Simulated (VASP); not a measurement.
VASP runs on La (space group P6_3/mmc) share one base input (PBE GGA, plane waves, VASP's PBE PAW potentials (set 64)) and change the settings named in each case.

**POSCAR**
```
La
24.320
  0.0775082237  -0.1342481908   0.0000000000
  0.0775082237   0.1342481908   0.0000000000
  0.0000000000   0.0000000000   0.5000000000
La
4
direct
  0.0000000000   0.0000000000   0.5000000000
  0.0000000000   0.0000000000   0.0000000000
  0.3333330000   0.6666670000   0.2500000000
  0.6666670000   0.3333330000   0.7500000000
```

### KPOINTS
```
Automatic
0
gamma
  7 7 2
0 0 0
```

### INCAR
```
ALGO  =  Normal
EDIFF  =  1E-6
ENCUT  =  300
GGA  =  PE
ISIF  =  2
ISMEAR  =  -1
LASPH  =  .TRUE.
LCHARG  =  .FALSE.
LMAXMIX  =  6
LREAL  =  .FALSE.
LWAVE  =  .FALSE.
NELM  =  100
PREC  =  Accurate
SIGMA  =  0.1
SYSTEM  =  La
```

POTCAR, in this order: La (PBE.64 set). Program: vasp_std.

```tsv
change	E(σ→0) (eV/atom)	pressure (GPa)	−TS (eV)
base run	-4.8900	-0.33	-0.1937
GGA removed, POTCAR La (LDA.64 set)	-5.5257	…	…
GGA_COMPAT = .FALSE., LNONCOLLINEAR = .TRUE., LSORBIT = .TRUE., MAGMOM = 0.0 0.0 0.0 0.0 0.0 0.0 0.0 0.0 0.0 0.0 0.0 0.0, program vasp_ncl	-5.1871	…	…
KPOINTS 1×1×1 Γ-centred mesh (not converged)	-4.2684	30.42	-0.2242
```

Problem. Some entries are withheld; supply them.

Solution. 
- GGA_COMPAT = .FALSE., LNONCOLLINEAR = .TRUE., LSORBIT = .TRUE., MAGMOM = 0.0 0.0 0.0 0.0 0.0 0.0 0.0 0.0 0.0 0.0 0.0 0.0, program vasp_ncl, pressure (GPa): -0.41
- GGA_COMPAT = .FALSE., LNONCOLLINEAR = .TRUE., LSORBIT = .TRUE., MAGMOM = 0.0 0.0 0.0 0.0 0.0 0.0 0.0 0.0 0.0 0.0 0.0 0.0, program vasp_ncl, −TS (eV): -0.1931
- GGA removed, POTCAR La (LDA.64 set), pressure (GPa): -3.78
- GGA removed, POTCAR La (LDA.64 set), −TS (eV): -0.2007

Energies of different potentials or functionals have different zeros.  At 300 eV the pressure can carry a Pulay error.

Left out are runs that ran out of time, are held back, or changed the cell or the kind of run, fixed moments of cells without a moment, rows past the twelfth, gaps on odd meshes, pressures of charged cells and columns that move by less than the noise.

The structure is a typed La crystal (P6_3/mmc). The cell was not relaxed at this level.
